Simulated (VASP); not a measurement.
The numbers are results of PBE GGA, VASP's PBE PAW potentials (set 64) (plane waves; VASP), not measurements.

The input files of a VASP run:

File POSCAR:
```
Pr
1
    3.7237230000     0.0000000000     0.0000000000
   -1.8618620000     3.2248390000     0.0000000000
    0.0000000000     0.0000000000     6.0458130000
Pr
2
Direct
  0.3333330000   0.6666670000   0.2500000000
  0.6666670000   0.3333330000   0.7500000000
```

### INCAR
```
ALGO=Normal   ! blocked Davidson
ENCUT=300   ! plane-wave cut-off (eV)
NELM=100   ! most electronic steps
NEDOS=601   ! DOS grid
PREC=Accurate
LWAVE=.False.
GGA=PE   ! PBE
LREAL=.False.
LORBIT=11   ! lm-projected
SIGMA=0.2   ! width (eV)
LMAXMIX=6   ! l cut-off of mixed one-centre charges
MAGMOM=2.0 2.0
SYSTEM=Pr
EDIFF=1E-6   ! SCF stop (eV)
LCHARG=.False.
ISMEAR=1
ISPIN=2
ISIF=2   ! forces and stress, cell fixed
LASPH=.True.   ! aspherical one-centre terms
```

KPOINTS:
```
Automatic mesh
0
Gamma
 7 7 4
```

POTCAR, in this order: Pr (PBE.64 set). Program: vasp_std.

What VASP printed:

### OSZICAR
```
...
DAV:  12    -0.105153486656E+02    0.94176E+00   -0.34784E+00  2874   0.123E+01    0.454E+00
DAV:  13    -0.106233957626E+02   -0.10805E+00   -0.94370E-01  3648   0.573E+00    0.389E+00
DAV:  14    -0.106597773641E+02   -0.36382E-01   -0.34954E-01  2887   0.237E+00    0.415E+00
DAV:  15    -0.106701479858E+02   -0.10371E-01   -0.24220E-01  3648   0.194E+00    0.527E+00
DAV:  16    -0.106980459258E+02   -0.27898E-01   -0.17574E-01  3105   0.233E+00    0.737E+00
DAV:  17    -0.106262420045E+02    0.71804E-01   -0.36323E-01  3071   0.396E+00    0.412E+00
DAV:  18    -0.106458879686E+02   -0.19646E-01   -0.98816E-02  3508   0.130E+00    0.486E+00
DAV:  19    -0.106543185351E+02   -0.84306E-02   -0.69740E-02  3372   0.105E+00    0.476E+00
DAV:  20    -0.106695900523E+02   -0.15272E-01   -0.41221E-02  3632   0.637E-01    0.522E+00
DAV:  21    -0.106720180658E+02   -0.24280E-02   -0.27726E-02  3394   0.530E-01    0.489E+00
DAV:  22    -0.106741013692E+02   -0.20833E-02   -0.29910E-02  3272   0.757E-01    0.488E+00
DAV:  23    -0.106812487535E+02   -0.71474E-02   -0.30559E-02  3312   0.102E+00    0.473E+00
DAV:  24    -0.106899377919E+02   -0.86890E-02   -0.17705E-02  3432   0.621E-01    0.435E+00
DAV:  25    -0.106939314827E+02   -0.39937E-02   -0.11663E-02  3352   0.312E-01    0.389E+00
DAV:  26    -0.106976310158E+02   -0.36995E-02   -0.10673E-02  3264   0.310E-01    0.367E+00
DAV:  27    -0.107017534887E+02   -0.41225E-02   -0.11822E-02  3024   0.332E-01    0.347E+00
DAV:  28    -0.107017741153E+02   -0.20627E-04   -0.83298E-03  3501   0.239E-01    0.350E+00
DAV:  29    -0.107027742316E+02   -0.10001E-02   -0.70066E-03  3120   0.237E-01    0.332E+00
DAV:  30    -0.107016789188E+02    0.10953E-02   -0.52051E-03  3388   0.164E-01    0.332E+00
DAV:  31    -0.107003640328E+02    0.13149E-02   -0.45391E-03  3072   0.148E-01    0.308E+00
DAV:  32    -0.106862665858E+02    0.14097E-01   -0.11135E-02  3250   0.603E-01    0.213E+00
DAV:  33    -0.106642806121E+02    0.21986E-01   -0.55106E-02  2880   0.114E+00    0.123E+00
DAV:  34    -0.106876718307E+02   -0.23391E-01   -0.25173E-02  3434   0.720E-01    0.932E-01
DAV:  35    -0.107025032574E+02   -0.14831E-01   -0.14929E-02  3397   0.925E-01    0.103E+00
DAV:  36    -0.107049671198E+02   -0.24639E-02   -0.11185E-02  3112   0.466E-01    0.824E-01
DAV:  37    -0.107060857831E+02   -0.11187E-02   -0.40545E-03  3192   0.287E-01    0.614E-01
DAV:  38    -0.106984680472E+02    0.76177E-02   -0.63673E-03  3373   0.548E-01    0.437E-01
DAV:  39    -0.106984476581E+02    0.20389E-04   -0.67598E-03  3232   0.299E-01    0.300E-01
DAV:  40    -0.106989375117E+02   -0.48985E-03   -0.87030E-03  3282   0.340E-01    0.239E-01
DAV:  41    -0.107022682746E+02   -0.33308E-02   -0.54544E-03  3320   0.239E-01    0.153E-01
DAV:  42    -0.107035697501E+02   -0.13015E-02   -0.37152E-03  3312   0.173E-01    0.944E-02
DAV:  43    -0.107040044753E+02   -0.43473E-03   -0.26869E-03  3320   0.116E-01    0.713E-02
DAV:  44    -0.107042587105E+02   -0.25424E-03   -0.20479E-03  3056   0.111E-01    0.696E-02
DAV:  45    -0.107044508030E+02   -0.19209E-03   -0.16066E-03  2888   0.659E-02    0.539E-02
DAV:  46    -0.107045663642E+02   -0.11556E-03   -0.14486E-03  2541   0.590E-02    0.452E-02
DAV:  47    -0.107046963515E+02   -0.12999E-03   -0.12765E-03  2560   0.560E-02    0.337E-02
DAV:  48    -0.107047943585E+02   -0.98007E-04   -0.12915E-03  2810   0.704E-02    0.364E-02
DAV:  49    -0.107049131171E+02   -0.11876E-03   -0.11626E-03  2557   0.553E-02    0.262E-02
DAV:  50    -0.107050087543E+02   -0.95637E-04   -0.10707E-03  2528   0.469E-02    0.179E-02
DAV:  51    -0.107050710834E+02   -0.62329E-04   -0.95035E-04  2482   0.503E-02    0.204E-02
DAV:  52    -0.107051392372E+02   -0.68154E-04   -0.85120E-04  2256   0.407E-02    0.148E-02
DAV:  53    -0.107051953377E+02   -0.56100E-04   -0.76523E-04  2133   0.409E-02    0.186E-02
DAV:  54    -0.107053091940E+02   -0.11386E-03   -0.75698E-04  2360   0.455E-02    0.233E-02
DAV:  55    -0.107053366643E+02   -0.27470E-04   -0.69259E-04  2104   0.328E-02    0.263E-02
DAV:  56    -0.107054127529E+02   -0.76089E-04   -0.66105E-04  1959   0.340E-02    0.275E-02
DAV:  57    -0.107054492372E+02   -0.36484E-04   -0.62105E-04  2005   0.269E-02    0.310E-02
DAV:  58    -0.107054855895E+02   -0.36352E-04   -0.57196E-04  1922   0.264E-02    0.347E-02
DAV:  59    -0.107055868287E+02   -0.10124E-03   -0.59771E-04  2367   0.356E-02    0.404E-02
DAV:  60    -0.107056156768E+02   -0.28848E-04   -0.64518E-04  2304   0.305E-02    0.451E-02
DAV:  61    -0.107056082995E+02    0.73773E-05   -0.60252E-04  2058   0.317E-02    0.485E-02
DAV:  62    -0.107056316560E+02   -0.23356E-04   -0.52229E-04  1703   0.277E-02    0.519E-02
DAV:  63    -0.107057225202E+02   -0.90864E-04   -0.52710E-04  1726   0.285E-02    0.545E-02
DAV:  64    -0.107057519245E+02   -0.29404E-04   -0.49138E-04  1756   0.208E-02    0.579E-02
DAV:  65    -0.107057810396E+02   -0.29115E-04   -0.48949E-04  1679   0.209E-02    0.617E-02
DAV:  66    -0.107057961212E+02   -0.15082E-04   -0.53421E-04  1606   0.215E-02    0.645E-02
DAV:  67    -0.107058274209E+02   -0.31300E-04   -0.40994E-04  1566   0.209E-02    0.666E-02
DAV:  68    -0.107058459659E+02   -0.18545E-04   -0.34007E-04  1550   0.176E-02    0.689E-02
DAV:  69    -0.107058773093E+02   -0.31343E-04   -0.40596E-04  1526   0.179E-02    0.718E-02
DAV:  70    -0.107059155833E+02   -0.38274E-04   -0.42294E-04  1549   0.167E-02    0.747E-02
DAV:  71    -0.107060404616E+02   -0.12488E-03   -0.42841E-04  2415   0.321E-02    0.785E-02
DAV:  72    -0.107060567273E+02   -0.16266E-04   -0.35344E-04  2415   0.329E-02    0.824E-02
DAV:  73    -0.107061666044E+02   -0.10988E-03   -0.37568E-04  2607   0.441E-02    0.887E-02
DAV:  74    -0.107061329957E+02    0.33609E-04   -0.35337E-04  2472   0.417E-02    0.938E-02
DAV:  75    -0.107061049543E+02    0.28041E-04   -0.31931E-04  2413   0.298E-02    0.986E-02
DAV:  76    -0.107060976861E+02    0.72682E-05   -0.26889E-04  2415   0.311E-02    0.102E-01
DAV:  77    -0.107060814249E+02    0.16261E-04   -0.23866E-04  2335   0.240E-02    0.104E-01
DAV:  78    -0.107059794922E+02    0.10193E-03   -0.22509E-04  2147   0.321E-02    0.108E-01
DAV:  79    -0.107060010405E+02   -0.21548E-04   -0.19388E-04  1589   0.203E-02    0.108E-01
DAV:  80    -0.107060065507E+02   -0.55102E-05   -0.16974E-04  1479   0.173E-02    0.109E-01
DAV:  81    -0.107060277160E+02   -0.21165E-04   -0.16272E-04  1491   0.155E-02    0.109E-01
DAV:  82    -0.107061133251E+02   -0.85609E-04   -0.15991E-04  1476   0.198E-02    0.110E-01
DAV:  83    -0.107060956114E+02    0.17714E-04   -0.14930E-04  1779   0.144E-02    0.112E-01
DAV:  84    -0.107060654952E+02    0.30116E-04   -0.13593E-04  1540   0.145E-02    0.113E-01
DAV:  85    -0.107060758217E+02   -0.10327E-04   -0.12904E-04  1467   0.124E-02    0.114E-01
DAV:  86    -0.107060752244E+02    0.59729E-06   -0.12077E-04  1451   0.114E-02    0.115E-01
DAV:  87    -0.107060687733E+02    0.64511E-05   -0.11598E-04  1434   0.105E-02    0.116E-01
DAV:  88    -0.107060754502E+02   -0.66769E-05   -0.10747E-04  1407   0.100E-02    0.117E-01
DAV:  89    -0.107061122319E+02   -0.36782E-04   -0.10500E-04  1455   0.108E-02    0.116E-01
DAV:  90    -0.107060970072E+02    0.15225E-04   -0.98546E-05  1406   0.982E-03    0.116E-01
DAV:  91    -0.107061711007E+02   -0.74093E-04   -0.11243E-04  1899   0.168E-02    0.116E-01
DAV:  92    -0.107062648127E+02   -0.93712E-04   -0.12535E-04  2406   0.254E-02    0.118E-01
DAV:  93    -0.107062040442E+02    0.60769E-04   -0.99874E-05  2320   0.225E-02    0.121E-01
DAV:  94    -0.107061427416E+02    0.61303E-04   -0.86812E-05  1791   0.144E-02    0.122E-01
DAV:  95    -0.107061401288E+02    0.26128E-05   -0.80859E-05  1595   0.130E-02    0.123E-01
DAV:  96    -0.107063790752E+02   -0.23895E-03   -0.13814E-04  2567   0.382E-02    0.126E-01
DAV:  97    -0.107063670914E+02    0.11984E-04   -0.11063E-04  2478   0.353E-02    0.129E-01
DAV:  98    -0.107062862556E+02    0.80836E-04   -0.93034E-05  2415   0.225E-02    0.132E-01
DAV:  99    -0.107061539520E+02    0.13230E-03   -0.83214E-05  2247   0.270E-02    0.136E-01
DAV: 100    -0.107061238532E+02    0.30099E-04   -0.71081E-05  1577   0.156E-02
   1 F= -.10706124E+02 E0= -.10683067E+02  d E =-.691719E-01  mag=     5.7869
```

OUTCAR:
```
------------------------ aborting loop EDIFF was not reached (unconverged)  ----------------------------
  FORCE on cell =-STRESS in cart. coord.  units (eV):
  Direction    XX          YY          ZZ          XY          YZ          ZX
  --------------------------------------------------------------------------------------
  Total       -1.5856617     -1.5856620     -1.5720169      0.0000002     -0.0000000      0.0000000
  in kB      -34.9929856    -34.9929918    -34.6918664      0.0000054     -0.0000000      0.0000000
  external PRESSURE =     -34.8926146 kB  Pullay stress =       0.0000000 kB
  volume of cell :       72.60
      direct lattice vectors                 reciprocal lattice vectors
     3.723723000  0.000000000  0.000000000     0.268548439  0.155046542  0.000000000
    -1.861862000  3.224839000  0.000000000     0.000000000  0.310093000  0.000000000
     0.000000000  0.000000000  6.045813000     0.000000000  0.000000000  0.165403727
 POSITION                                       TOTAL-FORCE (eV/Angst)
 -----------------------------------------------------------------------------------
     -0.00000      2.14989      1.51145         0.000000     -0.000000      0.000000
      1.86186      1.07495      4.53436        -0.000000      0.000000      0.000000
 -----------------------------------------------------------------------------------
    total drift:                               -0.001052      0.000430     -0.000010
  FREE ENERGIE OF THE ION-ELECTRON SYSTEM (eV)
  ---------------------------------------------------
  free  energy   TOTEN  =       -10.7061238532 eV

  energy  without entropy=      -10.6369519358  energy(sigma->0) =      -10.68306655

 total charge

# of ion       s       p       d       f       tot
--------------------------------------------------
    1        1.984   5.302   0.548   2.176  10.009
    2        1.984   5.302   0.548   2.176  10.009
--------------------------------------------------
tot          3.967  10.604   1.095   4.352  20.018

 magnetization (x)

# of ion       s       p       d       f       tot
--------------------------------------------------
    1       -0.010  -0.026   0.165   2.136   2.266
    2       -0.010  -0.026   0.165   2.136   2.266
--------------------------------------------------
tot         -0.020  -0.051   0.331   4.273   4.532
```
(Selected blocks of OUTCAR.)

### stdout
```
...
 -----------------------------------------------------------------------------
|                                                                             |
|           W    W    AA    RRRRR   N    N  II  N    N   GGGG   !!!           |
|           W    W   A  A   R    R  NN   N  II  NN   N  G    G  !!!           |
|           W    W  A    A  R    R  N N  N  II  N N  N  G       !!!           |
|           W WW W  AAAAAA  RRRRR   N  N N  II  N  N N  G  GGG   !            |
|           WW  WW  A    A  R   R   N   NN  II  N   NN  G    G                |
|           W    W  A    A  R    R  N    N  II  N    N   GGGG   !!!           |
|                                                                             |
|     The electronic self-consistency was not achieved in the given           |
|     number of steps (NELM). The forces and other quantities evaluated       |
|     might not be reliable so examine the results carefully. If you find     |
|     spurious results, we suggest increasing NELM, if you were close to      |
|     convergence or switching to a different ALGO or adjusting the           |
|     density mixing parameters otherwise.                                    |
|                                                                             |
 -----------------------------------------------------------------------------

 -----------------------------------------------------------------------------
|                                                                             |
|           W    W    AA    RRRRR   N    N  II  N    N   GGGG   !!!           |
|           W    W   A  A   R    R  NN   N  II  NN   N  G    G  !!!           |
|           W    W  A    A  R    R  N N  N  II  N N  N  G       !!!           |
|           W WW W  AAAAAA  RRRRR   N  N N  II  N  N N  G  GGG   !            |
|           WW  WW  A    A  R   R   N   NN  II  N   NN  G    G                |
|           W    W  A    A  R    R  N    N  II  N    N   GGGG   !!!           |
|                                                                             |
|     Your highest band is occupied at some k-points! Unless you are          |
|     performing a calculation for an insulator or semiconductor, without     |
|     unoccupied bands, you have included TOO FEW BANDS!! Please increase     |
|     the parameter NBANDS in file INCAR to ensure that the highest band      |
|     is unoccupied at all k-points. It is always recommended to include      |
|     a few unoccupied bands to accelerate the convergence of                 |
|     molecular-dynamics runs (even for insulators or semiconductors),        |
|     since the presence of unoccupied bands improves wavefunction            |
|     prediction and helps to suppress 'band-crossings'.                      |
|                                                                             |
 -----------------------------------------------------------------------------

   1 F= -.10706124E+02 E0= -.10683067E+02  d E =-.691719E-01  mag=     5.7869
```

The run did not converge; its last values are not results.

At this cut-off the stress carries a Pulay error, which pulls relaxed volumes low.

The structure was generated: Pr was put into an ordered model structure, which need not be its known phase. The cell was not relaxed at this level. The run is one of a series of settings (NEDOS = 601 against the base run), some of them coarse on purpose. VASP warned that the highest band is occupied, so more bands are needed.
